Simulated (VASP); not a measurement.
**Mg under biaxial strain in the (0001) plane**

How do stress and energy of Mg follow biaxial strain in the (0001) plane?

Program: VASP 6.6.1. Level of theory: r2SCAN; plane waves and PAW (Mg), in the first sound run; inputs show where later runs differ. Results are calculated unless marked as measured.

Report form: the programs' logs are mostly left out.

## Step 1: Set-up

The structure is hexagonal, space group P6_3/mmc (No. 194). The conventional cell has a = 3.210 Å, b = 3.210 Å, c = 5.213 Å, α = 90.00°, β = 90.00°, γ = 120.00°. Mg has 12 Mg at 3.20 to 3.21 Å nearest.

## Step 2: Relax the crystal, r2SCAN

The series starts from the cell that this level prefers, so that zero strain is near zero stress.

This step took 2 runs in a row; the last is shown.

Level: r2SCAN; plane waves and PAW (Mg).

INCAR reads:

```
SYSTEM = Mg
PREC = Accurate
ENCUT = 450
EDIFF = 1E-07
NELM = 120
ISMEAR = 1
SIGMA = 0.15
LREAL = .FALSE.
ALGO = Normal
METAGGA = R2SCAN
LASPH = .TRUE.
NBANDS = 8
LORBIT = 11
LWAVE = .FALSE.
LCHARG = .FALSE.
KPAR = 8
IBRION = 2
NSW = 40
ISIF = 3
EDIFFG = -0.005
POTIM = 0.4
```

POSCAR reads:

```
Mg
1.0
    3.1711919262      0.0000000000      0.0000000000
   -1.5855959631      2.7463327683      0.0000000000
    0.0000000000      0.0000000000      5.1481557338
Mg
2
Direct
    0.0000000000      0.0000000000      0.0000000000
    0.3333333333      0.6666666667      0.5000000000
```

KPOINTS reads:

```
Automatic mesh
0
Gamma
21 21 11
0 0 0
```

PAW data sets: Mg (PBE family, release 64).

Launch:

```console
mpirun -np 8 vasp_std
```

Wall time 17 s (8 MPI ranks of Intel Xeon 6975P-C (Granite Rapids), shared host); peak memory 1.7 GiB; 1.7 min of CPU time.

Numbers from this step:

* energy(sigma→0) of the program: -8.2974 eV
* stress, compression positive: xx, yy, zz 0.02, 0.02, -0.03 GPa
* volume: 44.836 Å³
* ionic steps: 1

## Step 3: Strain along the normal, r2SCAN

One member in full: the plane is strained by 0.5 %, and the strain along the normal is moved by secant steps until the normal stress is under 0.012 GPa or five steps are spent; the atoms relax at each step.

This step took 3 runs, each at a new trial strain with the atoms of the one before; the last is shown.

Level: r2SCAN; plane waves and PAW (Mg).

INCAR: that of step 2 with these lines changed.

```diff
@@ -15,7 +15,7 @@
 LCHARG = .FALSE.
-KPAR = 8
-IBRION = 2
-NSW = 40
-ISIF = 3
-EDIFFG = -0.005
-POTIM = 0.4
+KPAR = 2
+IBRION = 1
+NSW = 25
+ISIF = 2
+EDIFFG = -0.004
+POTIM = 0.3
```

POSCAR reads:

```
Mg
1.0
    3.1870478860      0.0000000000      0.0000000000
   -1.5935239430      2.7600644320      0.0000000000
    0.0000000000      0.0000000000      5.1341659900
Mg
2
Direct
    0.0000000000      0.0000000000      0.0000000000
    0.3333333333      0.6666666667      0.5000000000
```

KPOINTS is that of step 2.

Launch:

```console
mpirun -np 2 vasp_std
```

Elapsed: 48 s, on 2 MPI ranks; peak memory 0.42 GiB.

Read from the output:

* energy(sigma→0) of the program: -8.2969 eV
* stress, compression positive: xx, yy, zz -0.43, -0.43, 0.00 GPa
* ionic steps: 1

## Step 4: The table

The other members went through these steps as far as the tables show, with the same cutoff and, step by step, the same mesh; 27 runs are not shown. The session took 0.84 core hours (wall time by ranks) on a shared machine.

| in-plane strain (%) | strain along the normal (%) | in-plane stress, tension positive (GPa) | energy above the unstrained row, extrapolated to no smearing (meV/atom) |
| --- | --- | --- | --- |
| -2.000 | 0.896 | -2.121 | 5.699 |
| -1.500 | 0.690 | ? | ? |
| -1.000 | 0.448 | -1.007 | 1.419 |
| -0.500 | 0.204 | -0.503 | 0.367 |
| 0 | -0.032 | -0.022 | 0.000 |
| 0.500 | -0.272 | 0.430 | 0.282 |
| 1.000 | -0.510 | 0.856 | 1.164 |
| 1.500 | -0.739 | 1.264 | 2.640 |
| 2.000 | -0.984 | 1.641 | 4.708 |

## Step 5: Stress from the known rows

A least-squares parabola through the 8 rows shown, with e the strain in %: stress = − 0.05430 e² + 0.9385 e − 0.02216 (GPa), r.m.s. residual 0.0043 GPa.

For the withheld row, e = -1.5, the fit gives -1.552 GPa.

## Step 6: Prediction against calculation

The calculation gives -1.540 GPa, so the prediction is 0.012 GPa too low, more than twice the residual of the fit.

Slopes at zero strain, from cubics through all rows: strain ratio -0.481, stress over strain 93 GPa. For (0001) the ratio is −2C₁₃/C₃₃.

## Step 7: Outcome

```yaml
error_of_the_predicted_stress: -0.012 GPa
ratio_of_normal_to_in_plane_strain: -0.481
biaxial_modulus: 93 GPa
```

In words: As a check, the curvature of the energy gives 92 GPa for the same modulus (energy per volume = M × strain²), 1 % from the slope of the stress; these energies are extrapolated to no smearing, while the stress belongs to the free energy, so part of the difference may come from that. These are static values: temperature and zero-point motion are left out. In a metal the slopes also depend on mesh and smearing, which were held through the series.

[Lines on the potential files, build, host, timing and source positions are cut from VASP's logs without a mark.]

[Logs are printed without paths, hosts, clocks, repeated set-up lines and the standing remarks that a program may print on its own settings, such as how far it seeks lower states.]

[Hosts, paths, dates, database ids (printed as entryN), source tags and the programs' standing remarks are cut or masked in the printed files.]

[In band tables of VASP the shares of atoms and orbitals are scaled to a sum of 1 inside the atoms' spheres.]
